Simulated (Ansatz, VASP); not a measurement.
# Ga2SiS in VASP and in Ansatz

File INCAR:

```
PREC = Accurate
ENCUT = 520
EDIFF = 1E-6
ISMEAR = 0
SIGMA = 0.1
LREAL = F
LASPH = T
NELM = 60
ALGO = Normal
ISIF = 2
LWAVE = F
LCHARG = F
GGA = PE
NBANDS = 26
```

The input KPOINTS:

```
regular mesh
0
Gamma
  6 6 4
```

File POSCAR:

```
Ga2SiS
1.0
    3.7430021600      0.0000000000      0.0000000000
   -1.8715010800      3.2415349600      0.0000000000
    0.0000000000      0.0000000000      5.1517121300
Ga Si S
2 1 1
Direct
    0.6666666700      0.3333333300      0.2363359900
    0.6666666700      0.3333333300      0.7636640100
    0.0000000000      0.0000000000      0.5000000000
    0.3333333300      0.6666666700      0.0000000000
```

Input for Ansatz:

```yaml
crystal:
  lattice:
    - [3.74300216, 0.0, 0.0]
    - [-1.87150108, 3.24153496, 0.0]
    - [0.0, 0.0, 5.15171213]
  atoms:
    - { symbol: Ga, position: [0.66666667, 0.33333333, 0.23633599] }
    - { symbol: Ga, position: [0.66666667, 0.33333333, 0.76366401] }
    - { symbol: Si, position: [0.0, 0.0, 0.5] }
    - { symbol: S, position: [0.33333333, 0.66666667, 0.0] }
basis:
  ecutwfc: 420
kpoints:
  mp_grid: { grid: [6, 6, 4] }
hamiltonian:
  xc: pbe
scf:
  occupations: { method: gaussian, width: 0.1 }
  lower_state_search: "off"
output:
  forces: true
  stress: true
  eigenvalues: true
```

Change from the starting cell: species swapped into the Co2SbAs type (P-6m2, No. 187).

Alike in both runs: task single point; functional PBE; k mesh 6 × 6 × 4; occupations gaussian, width 0.1 eV; no spin polarisation.

|  | VASP | Ansatz |
| --- | --- | --- |
| version | VASP 6.6.1 | Ansatz 0.2.0 |
| potentials or method | VASP PAW PBE potentials, release 64 (Ga_d, Si, S) | scalar-relativistic, plane waves, PAW |
| plane-wave cutoff (eV) | 520 | 420 |
| valence electrons in the cell | 36 | 36 |

|  | VASP | Ansatz | Ansatz less VASP |
| --- | --- | --- | --- |
| gap on the k mesh at the Fermi level (eV) | none | none | - |
| pressure (GPa) | 21.5 | 21.3 | -0.16 |
| largest component of the traceless stress (GPa) | 13.51 | 13.50 | -0.015 |
| rms of the force components (eV/Å) | 1.069 | 1.063 | -0.0069 |

Atom by atom the forces differ by 0.007 eV/Å (rms over components). A gap of «none» marks a metal or a gap that the smearing closes.

Caveats: so large a pressure means that the cell lies far from this level's equilibrium, or that cutoff or potentials fall short (VASP); forces of over 1 eV/Å show positions far from the minimum, so gaps and moduli don't describe the material at rest.
